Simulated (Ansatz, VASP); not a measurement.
# Cross-check of K2Si2O5 between VASP and Ansatz

Aim: how closely do two programs agree when they are given the same cell, functional and k mesh? The structure shown is frame 618 of Ansatz's trajectory.

Calculated with Ansatz 0.2.0; plane waves, with VASP 6.6.1 beside it; single point at PBE.

**1. Starting point**

The cell holds 108 atoms: 24 K, 60 O and 24 Si. Its edges and angles: a = 12.519 Å, b = 12.519 Å, c = 12.519 Å, α = 90.0°, β = 90.0°, γ = 90.0°. As first built, before any earlier steps moved the atoms (in the runner's words): 108 atoms (24 K, 60 O, 24 Si) packed at random in a cube at 2.18 g/cm^3 and pushed apart as soft spheres, cations and anions kept from their own kind; a start for melting by ab initio MD, not an equilibrated structure.

**2. Ansatz: dynamics, PBE**

Ansatz runs on its default PAW (the set named soft_2) files.

One frame of this run of dynamics is then solved in both programs, so the motion causes no difference.

input.yaml

```yaml
crystal:
  lattice:
    - [12.5191, 0.0, 0.0]
    - [0.0, 12.5191, 0.0]
    - [0.0, 0.0, 12.5191]
  atoms:
    - { symbol: K, position: [0.83496, 0.24472, 0.66511] }
    - { symbol: K, position: [0.97109, 0.99158, 0.73187] }
    - { symbol: K, position: [0.01179, 0.00515, 0.00787] }
    - { symbol: K, position: [0.31721, 0.54541, 0.89846] }
    - { symbol: K, position: [0.24718, 0.30228, 0.57719] }
    - { symbol: K, position: [0.51416, 0.45301, 0.70391] }
    - { symbol: K, position: [0.24992, 0.86313, 0.86495] }
    - { symbol: K, position: [0.89424, 0.45059, 0.53342] }
    - { symbol: K, position: [0.62815, 0.77576, 0.39056] }
    - { symbol: K, position: [0.80108, 0.1694, 0.32162] }
    - { symbol: K, position: [0.31238, 0.98696, 0.37491] }
    - { symbol: K, position: [0.37459, 0.59056, 0.33305] }
    - { symbol: K, position: [0.70637, 0.1167, 0.86173] }
    - { symbol: K, position: [0.46755, 0.73111, 0.54945] }
    - { symbol: K, position: [0.47692, 0.86055, 0.09666] }
    - { symbol: K, position: [0.82668, 0.22198, 0.03481] }
    - { symbol: K, position: [0.7448, 0.69734, 0.66958] }
    - { symbol: K, position: [0.68427, 0.00497, 0.59493] }
    - { symbol: K, position: [0.69781, 0.47437, 0.20758] }
    - { symbol: K, position: [0.28961, 0.35957, 0.15646] }
    - { symbol: K, position: [0.39841, 0.1341, 0.84856] }
    - { symbol: K, position: [0.54186, 0.06981, 0.25298] }
    - { symbol: K, position: [0.11673, 0.26739, 0.92928] }
    - { symbol: K, position: [0.17737, 0.74215, 0.17284] }
    - { symbol: O, position: [0.96856, 0.63607, 0.01786] }
    - { symbol: O, position: [0.07188, 0.44919, 0.74652] }
    - { symbol: O, position: [0.375, 0.23108, 0.39266] }
    - { symbol: O, position: [0.17471, 0.95711, 0.72382] }
    - { symbol: O, position: [0.77051, 0.55173, 0.97281] }
    - { symbol: O, position: [0.54473, 0.39481, 0.39391] }
[... 72 atom lines left out ...]
    - { symbol: Si, position: [0.86854, 0.65037, 0.37855] }
    - { symbol: Si, position: [0.15334, 0.53707, 0.69229] }
    - { symbol: Si, position: [0.53463, 0.6829, 0.88773] }
    - { symbol: Si, position: [0.19728, 0.08612, 0.64976] }
    - { symbol: Si, position: [0.52467, 0.34616, 0.01558] }
    - { symbol: Si, position: [0.12246, 0.81021, 0.40825] }
kpoints:
  mp_grid: { grid: [1, 1, 1] }
hamiltonian:
  xc: pbe
scf:
  occupations: { method: fermi_dirac, width: 0.116 }
output:
  forces: true
  stress: true
md:
  timestep: 1.5
  n_steps: 1700
  ensemble: nvt_nose_hoover
  temperature: 1350
  initial_velocities: maxwell_boltzmann
  seed: 6328
```

The run is started by

```bash
ansatz run input.yaml --threads 32 --pin off --max-ram 143360MiB --backend cuda --events-out ev --progress --plain --runs-dir out
```

Numbers of over 12 decimals in the logs are rounded to 6 here.

The log of the run:

```text
Warning: md: disabling space-group detection — thermal motion breaks the input geometry's symmetry, so no spatial operation reduces the k-mesh or symmetrises the density; time reversal is kept, so that k and −k are solved as one point where they differ and the mesh holds both, and exact exchange and, on two spinor components, a DFT+U term hold to it where the run has them: on two components no moment then forms, and  [...]
Warning: output.stress: scf.convergence.dr2_threshold = 1e-7 eV (the SCF's general default) is looser than the 1.08e-8 eV advised for a printed stress (1e-10 eV for each atom of the cell: 108). What an SCF threshold leaves in a stress goes as its square root, and in the free energy as the threshold itself, and one threshold admits the most on a small cell: [figures from the program's tests cut] Set scf.convergence.dr2_threshold to 1.08e-8 eV or tighter. The  [...]
band count auto-derived: 447 (N_el = 672.0; filled up to band 336; 444 by the electrons, moments and atoms)
Engine: ansatz 0.2.0, aarch64-unknown-linux-gnu
Pseudopotentials: kind: paw
Pseudopotential: K, paw, valence charge 9, recommended cutoff 420 eV (normal), K.paw.azcp
Pseudopotential: O, paw, valence charge 6, recommended cutoff 420 eV (normal), O.paw.azcp
Pseudopotential: Si, paw, valence charge 4, recommended cutoff 420 eV (normal), Si.paw.azcp
Functional definition: PBE
  parameter kappa = 0.804
  parameter beta = 0.066725
  exchange = pbe_x(kappa = kappa, mu = beta*pi^2/3)
  correlation = pbe_c(beta = beta)
[...]
Crystal: 108 atoms, lattice volume = 1962.092 Å³
Basis set: ecut = 420 eV, 38401 PW (Γ), exchange–correlation on 180×180×180 points (8 copies of the dense FFT grid, shifted against one another)
Bands: 447, of which v1, the nominal top of the filled ones, is band 336 counted from 1 (335 counted from 0)
Symmetry: 1 space group operations
k-points: 1
Non-local potential: K, projectors of the file, l = 0: 3, l = 1: 2, l = 2: 2
Non-local potential: O, projectors of the file, l = 0: 2, l = 1: 2, l = 2: 1
Non-local potential: Si, projectors of the file, l = 0: 2, l = 1: 2, l = 2: 2
PAW form: soft (Blöchl's): semilocal exchange-correlation on the pseudo side does not see the compensation charge
PAW one-centre angular grid: K, 110 points (default); XC on 64 Gauss nodes
PAW one-centre angular grid: O, 110 points (default); XC on 64 Gauss nodes
PAW one-centre angular grid: Si, 110 points (default); XC on 64 Gauss nodes
Initial density: superposition of atomic densities (neutral atoms: chi_scale 0, normalization atom), corrected by the library's trained network
Initial wavefunctions: pseudopotential atomic-orbital guess
[...]
Functional: x = pbe(κ = 0.804, μ = 0.219515), c = pbe(β = 0.066725)
SCF iter   1: F=—  HF=-86291.505382 eV  |F-HF|=—  |Δ(HF+E_count)|=         —  Δρ=7.25e-3  dr2=2.35e0  ethr=1.77e-3  ⟨swp⟩=6.0  Hψ=1935  notcnv=0  defer=84
preconditioner: auto → Resta (q_TF=auto, 2.282 Å⁻¹)  ε∞=3.0  [insulator: Δε(μ)=0.865 eV  Ē_g=14.855 eV  σ=0.116 eV  W_gap=0.95  n_scr=388 (ndim 8)  ℏωp=20.9 eV  f_vac=0.193  D(μ)=1.10/eV (n_scr^D=0)  ε∞_Penn≈3.0]
SCF iter   2: F=—  HF=-86292.960295 eV  |F-HF|=—  |Δ(HF+E_count)|=    1.45e0  Δρ=3.76e-2  dr2=6.65e1  ethr=3.50e-4  ⟨swp⟩=2.0  Hψ=778  notcnv=0  defer=94  recentre
[...]
SCF 1 converged in 18 iterations: F = -86291.219955 eV  dr2 = 1.91e-8
[...]
md step   108: t =   162.00 fs  T =  1287.3 K  F+E_penalty+E_count = -86292.61308705 eV  E_kin = 17.804187 eV  conserved = -86272.56123884 eV  P_inst = 3.0486 GPa  (6 SCF iters)
[... from here on, the SCF cycles and remarks between the steps are left out ...]
md step   270: t =   405.00 fs  T =  1302.3 K  F+E_penalty+E_count = -86294.15213034 eV  E_kin = 18.011310 eV  conserved = -86272.56458081 eV  P_inst = 3.3540 GPa  (16 SCF iters)
md step   432: t =   648.00 fs  T =  1349.0 K  F+E_penalty+E_count = -86296.32490887 eV  E_kin = 18.658269 eV  conserved = -86272.55790928 eV  P_inst = 1.2541 GPa  (5 SCF iters)
md step   594: t =   891.00 fs  T =  1297.6 K  F+E_penalty+E_count = -86298.08461012 eV  E_kin = 17.946815 eV  conserved = -86272.56845419 eV  P_inst = 2.4850 GPa  (7 SCF iters)
md step   756: t =  1134.00 fs  T =  1079.6 K  F+E_penalty+E_count = -86299.82325346 eV  E_kin = 14.931534 eV  conserved = -86272.57773337 eV  P_inst = 1.7330 GPa  (7 SCF iters)
md step   918: t =  1377.00 fs  T =  1338.1 K  F+E_penalty+E_count = -86298.89609493 eV  E_kin = 18.507005 eV  conserved = -86272.57543864 eV  P_inst = 0.1682 GPa  (7 SCF iters)
md step  1080: t =  1620.00 fs  T =  1445.5 K  F+E_penalty+E_count = -86298.99045593 eV  E_kin = 19.992973 eV  conserved = -86272.55988246 eV  P_inst = 0.3494 GPa  (10 SCF iters)
md step  1242: t =  1863.00 fs  T =  1040.1 K  F+E_penalty+E_count = -86298.33521483 eV  E_kin = 14.385079 eV  conserved = -86272.57924353 eV  P_inst = 1.9350 GPa  (5 SCF iters)
md step  1404: t =  2106.00 fs  T =  1454.1 K  F+E_penalty+E_count = -86301.59926472 eV  E_kin = 20.110808 eV  conserved = -86272.58597147 eV  P_inst = 1.1817 GPa  (6 SCF iters)
md step  1476: t =  2214.00 fs  T =  1332.7 K  F+E_penalty+E_count = -86301.92693582 eV  E_kin = 18.431969 eV  conserved = -86272.59228961 eV  P_inst = 1.8991 GPa  (6 SCF iters)
md step  1494: t =  2241.00 fs  T =  1310.4 K  F+E_penalty+E_count = -86302.03340904 eV  E_kin = 18.123313 eV  conserved = -86272.57882494 eV  P_inst = 0.7308 GPa  (5 SCF iters)
md step  1512: t =  2268.00 fs  T =  1244.6 K  F+E_penalty+E_count = -86301.43177826 eV  E_kin = 17.213753 eV  conserved = -86272.57428549 eV  P_inst = 2.5413 GPa  (5 SCF iters)
md step  1530: t =  2295.00 fs  T =  1367.1 K  F+E_penalty+E_count = -86303.32424648 eV  E_kin = 18.907773 eV  conserved = -86272.58620146 eV  P_inst = 1.2721 GPa  (11 SCF iters)
md step  1548: t =  2322.00 fs  T =  1416.6 K  F+E_penalty+E_count = -86304.18243709 eV  E_kin = 19.592214 eV  conserved = -86272.58561647 eV  P_inst = 0.8084 GPa  (6 SCF iters)
md step  1566: t =  2349.00 fs  T =  1363.3 K  F+E_penalty+E_count = -86303.67507536 eV  E_kin = 18.854966 eV  conserved = -86272.58599839 eV  P_inst = 1.0128 GPa  (6 SCF iters)
md step  1584: t =  2376.00 fs  T =  1337.0 K  F+E_penalty+E_count = -86303.51659919 eV  E_kin = 18.491865 eV  conserved = -86272.58028989 eV  P_inst = 1.5797 GPa  (6 SCF iters)
md step  1602: t =  2403.00 fs  T =  1256.7 K  F+E_penalty+E_count = -86302.52003009 eV  E_kin = 17.381155 eV  conserved = -86272.58903126 eV  P_inst = 1.4226 GPa  (6 SCF iters)
md step  1620: t =  2430.00 fs  T =  1364.9 K  F+E_penalty+E_count = -86303.92951317 eV  E_kin = 18.877684 eV  conserved = -86272.58288604 eV  P_inst = 0.7666 GPa  (10 SCF iters)
md step  1638: t =  2457.00 fs  T =  1385.6 K  F+E_penalty+E_count = -86304.13418413 eV  E_kin = 19.164192 eV  conserved = -86272.58996836 eV  P_inst = 1.9757 GPa  (5 SCF iters)
md step  1656: t =  2484.00 fs  T =  1258.0 K  F+E_penalty+E_count = -86302.35342478 eV  E_kin = 17.399860 eV  conserved = -86272.58263213 eV  P_inst = 1.6010 GPa  (6 SCF iters)
md step  1674: t =  2511.00 fs  T =  1325.4 K  F+E_penalty+E_count = -86303.21473222 eV  E_kin = 18.331645 eV  conserved = -86272.58320171 eV  P_inst = 1.5473 GPa  (6 SCF iters)
md step  1692: t =  2538.00 fs  T =  1342.6 K  F+E_penalty+E_count = -86303.35031589 eV  E_kin = 18.568995 eV  conserved = -86272.58468090 eV  P_inst = 1.2166 GPa  (6 SCF iters)
md step  1699: t =  2548.50 fs  T =  1316.8 K  F+E_penalty+E_count = -86302.95490798 eV  E_kin = 18.212726 eV  conserved = -86272.58056517 eV  P_inst = 1.0718 GPa  (5 SCF iters)
md step  1700: t =  2550.00 fs  T =  1323.0 K  F+E_penalty+E_count = -86303.04157596 eV  E_kin = 18.297700 eV  conserved = -86272.58767940 eV  P_inst = 1.0667 GPa  (10 SCF iters)
SCF converged after 10 iterations
Free energy (F): -86303.041576 eV
Harris-Foulkes:  -86303.041576 eV  (|F-HF|=1.64e-8)
Internal energy: -86302.973903 eV  (E = F + TS)
E sigma→0 (E₀):  -86303.007740 eV
Entropy (-TS):   -0.067673 eV (-0.627 meV/atom)
Fermi energy:    5.369431 eV
--- Per-component energies (eV) ---
  E_band       = -4535.534571
  E_kinetic    = 17808.172039
  E_local      = -51245.935076  (includes V_loc(G=0)·N_el)
  E_nonlocal   = 3755.235698
  E_hartree    = 19437.739303
  E_xc         = -9055.348139
  E_vxc        = -10807.145534  (∫ρ·V_xc dr)
  E_paw        = -40577.375019  (= ΣΔE_a)
  E_vpaw       = -2921.494732  (= ΣTr[D̂ρ^β])
  E_aug_tail   = 0.148876  (compensation charges beyond the density's cutoff)
  E_ewald      = -26425.611585
  E_smearing   = -0.067673  (= −TS)
  E_closure    = 0.000000  (closes the sum)
  Σ components = -86303.041576   (vs F -86303.041576, Δ=0.00e0)
--- Forces (eV/Å), atoms counted from 1 ---
[... 108 lines of forces left out ...]
  max |Σ_I F_I| component: 6.14e-5 eV/Å
--- Stress (GPa, compression-positive) ---
       -0.256666       1.437407      -2.192206
        1.437407       0.088329       1.397000
       -2.192205       1.397000       0.352151
  P = ⅓ Tr σ = 0.0613 GPa (0.613 kbar)
--- MD trajectory: 1700 steps, t = 0.0 → 2550.0 fs ---
  final state: T = 1323.0 K   F+E_penalty+E_count = -86303.04157596 eV   E_kin = 18.297700 eV
  conserved energy: peak-to-peak 6.973e-2 eV (6.457e-4 eV/atom) over 2550.0 fs
```

The column dr2 measures how far the density is from self-consistency, as an energy; F and HF (Harris–Foulkes) agree once it is small.

**3. VASP: single point, PBE**

The same cell, functional, mesh and smearing now go to VASP, with its own data sets.

Lines of VASP's logs that name or quote its potential files are left out, and so is its time.

INCAR

```
SYSTEM = K2Si2O5
PREC = Accurate
ENCUT = 520
EDIFF = 1E-06
NELM = 120
ISMEAR = -1
SIGMA = 0.116
LREAL = Auto
ALGO = Normal
GGA = PE
NBANDS = 416
LORBIT = 11
LWAVE = .FALSE.
LCHARG = .FALSE.
ISIF = 2
LASPH = .TRUE.
GGA_COMPAT = .FALSE.
EFERMI = MIDGAP
NCORE = 2
```

POSCAR

```
K2Si2O5
1.0
   12.5191000000      0.0000000000      0.0000000000
    0.0000000000     12.5191000000      0.0000000000
    0.0000000000      0.0000000000     12.5191000000
K O Si
24 60 24
Direct
    0.8278550375      0.3335703046      0.7052423896
    0.0075804171      0.0538297481      0.6690576799
    0.9417689770      0.9916128156      0.9167671797
    0.2670319751      0.4661676958      0.9339329505
    0.2294893403      0.3684769672      0.5521962441
    0.5509980749      0.4923676622      0.7735380339
    0.2901167017      0.7860788715      0.9131646844
    0.9156409007      0.4288646947      0.3795800018
    0.6008419136      0.8224233371      0.3328514031
    0.8076459170      0.1260473996      0.3799793915
    0.2818892732      0.0085389525      0.3191922742
    0.3297361631      0.4137677629      0.2672716090
    0.7014881261      0.0297145961      0.7347972298
    0.4021055827      0.6886277768      0.5487614924
    0.4225543370      0.9118067593      0.0764431948
    0.8595665823      0.2623990542      0.0118219361
    0.7289661397      0.7393502728      0.7292856515
    0.5241590849      0.0845108674      0.4612951410
    0.6519637993      0.5118578812      0.2234186164
    0.4505914962      0.1504900512      0.2073631491
    0.4056202123      0.1800448914      0.9098896886
    0.6598717160      0.0856291586      0.1925857290
    0.1163022901      0.2479411459      0.8578092674
    0.1510491968      0.6452540518      0.2203033764
    0.9615707199      0.6183351838      0.1381089695
    0.0030353620      0.4892524223      0.7776916871
    0.3975525397      0.2833270762      0.3724708645
    0.1944229218      0.0076602951      0.6280004154
    0.8168318809      0.4862969383      0.0769943526
    0.5515572206      0.4457189415      0.3832543873
[... 72 atom lines left out ...]
    0.8006166577      0.6478900240      0.4287848168
    0.1186986285      0.5632194008      0.7303240648
    0.5575480666      0.7005295908      0.9289006398
    0.2558490626      0.1202961874      0.5825498638
    0.5174493374      0.3679976995      0.0008786574
    0.1421827448      0.7926288631      0.4325390803
```

KPOINTS

```
Automatic mesh
0
Gamma
1 1 1
0 0 0
```

The projector-augmented-wave data sets are K_sv, O and Si (PBE family, release 64).

The run is started by

```bash
mpirun -np 8 vasp_gam
```

The log of the run:

```text
[banner, memory and clock lines left out]
running    8 mpi-ranks, on    1 nodes
[...]
LDA part: xc-table for (Slater+PW92), standard interpolation
 POSCAR, INCAR and KPOINTS ok, starting setup
[...]
entering main loop
       N       E                     dE             d eps       ncg     rms          rms(c)
DAV:   1     0.727009166562E+04    0.72701E+04   -0.37756E+05   832   0.157E+03
DAV:   2    -0.366547128799E+02   -0.73067E+04   -0.70362E+04  1024   0.438E+02
DAV:   3    -0.775892656437E+03   -0.73924E+03   -0.73404E+03  1024   0.141E+02
DAV:   4    -0.805226496131E+03   -0.29334E+02   -0.29219E+02  1024   0.283E+01
[...]
DAV:  19    -0.687287831631E+03   -0.49771E-05   -0.54625E-05  1024   0.117E-02    0.128E-02
DAV:  20    -0.687287830438E+03    0.11935E-05   -0.71713E-06   904   0.546E-03    0.613E-03
DAV:  21    -0.687287831264E+03   -0.82657E-06   -0.44847E-06   768   0.541E-03
   1 F= -.68728783E+03 E0= -.68725113E+03  d E =-.734026E-01
```

Parts of OUTCAR (step 3):

```text
  Total        6.6133355      7.9176477    -18.2096555     23.8766251     -1.6176644    -16.5817180
  in kB        5.4002245      6.4652814    -14.8693843     19.4968386     -1.3209297    -13.5400660
  external PRESSURE =      -1.0012928 kB  Pullay stress =       0.0000000 kB

 POSITION                                       TOTAL-FORCE (eV/Angst)
[...]
1.84700      8.33800     10.15900        -2.365768      0.311212      0.167006
      2.64000      5.91500      9.20800        -0.560231      1.452401     -0.848085
      7.60700      9.84100      0.25290         0.171253     -0.752458     -1.614397
      6.44300      8.18500      2.21900         0.329957     -0.235354      0.023894
      2.33000     10.47000      4.02900        -1.304259     -0.581032      0.273714
      1.27600      4.11800      4.51200         1.160988      0.894359     -5.018514
      9.42200      9.15800      6.42100         1.032997     -1.698888     -0.503226
      7.51900     11.23000      8.42000        -2.492250     -0.490578      0.299445
      2.99200     10.38900      6.58200        -0.132602      0.002759      0.124889
     10.90900      1.39900      2.36500        -0.439975      0.149739      1.417496
      9.54500     11.49000     11.79610        -0.221704     -1.047197      0.614017
     12.23800      5.23200      2.35100        -0.239031     -0.486431      0.873661
      8.97100      6.82400      5.06000         3.468393      2.557998     -1.631323
     11.71700      7.46400      5.57200        -4.731311      0.573236     -1.269743
[...]
-----------------------------------------------------------------------------------
    total drift:                                0.050030     -0.000402     -0.020994

  FREE ENERGIE OF THE ION-ELECTRON SYSTEM (eV)
  ---------------------------------------------------
  free  energy   TOTEN  =      -687.2878312642 eV

  energy  without entropy=     -687.2144286553  energy(sigma->0) =     -687.25112996

[... 3 further parts left out ...]
[key lines of the parts left out:]
E-fermi :   2.6765
```

The run ends at a pressure of -0.10 GPa, with forces up to 5.3 eV/Å.

**4. Side by side**

Known differences besides the potentials themselves: the cutoff is 420 eV in Ansatz and 520 eV in VASP (PREC = Accurate, projectors in real space). Total energies have different zeros and are not compared.

Forces on 10 of the 108 atoms, those with the largest forces and the largest differences (eV/Å; atoms numbered as in POSCAR):

| atom | Ansatz x, y, z | VASP x, y, z |
| --- | --- | --- |
| O51 | -1.101, -0.357, -0.819 | -1.037, -0.458, -0.743 |
| O59 | 1.139, 0.842, -4.975 | 1.161, 0.894, -5.019 |
| O67 | -4.645, 0.553, -1.244 | -4.731, 0.573, -1.270 |
| O68 | 1.937, 0.152, -0.322 | 2.038, 0.223, -0.410 |
| O71 | -0.947, -0.197, 0.261 | -0.846, -0.104, 0.269 |
| Si85 | -1.569, 4.392, 1.436 | -1.528, 4.418, 1.483 |
| Si86 | 3.467, 2.518, 3.092 | 3.440, 2.586, 3.062 |
| Si96 | -1.827, -3.156, -3.297 | -1.849, -3.143, -3.248 |
| Si100 | -3.241, -1.149, 3.810 | -3.177, -1.206, 3.858 |
| Si103 | -0.124, 4.370, -1.805 | -0.058, 4.296, -1.881 |

The forces differ by 41 meV/Å r.m.s., which is 2.9 % of the r.m.s. force of 1.415 eV/Å (both taken over all components).

**5. Outcome**

| Item | Value |
| --- | --- |
| r.m.s. force difference (single point, PBE) | 2.9 % of the r.m.s. force |

**Reading.** The r.m.s. force difference is 2.9 % of the r.m.s. force (single point, PBE), at about the 3 % picked in this series as the mark of a large difference. 2 further runs of this series are not shown here. How closely two codes agree says nothing of how well the functional describes the real material.

[Lines on the potential files, build, host, timing and source positions are cut from VASP's logs without a mark.]

[Logs are printed without paths, hosts, clocks, repeated set-up lines and the standing remarks that a program may print on its own settings, such as how far it seeks lower states.]

[Hosts, paths, dates, database ids (printed as entryN), source tags and the programs' standing remarks are cut or masked in the printed files.]
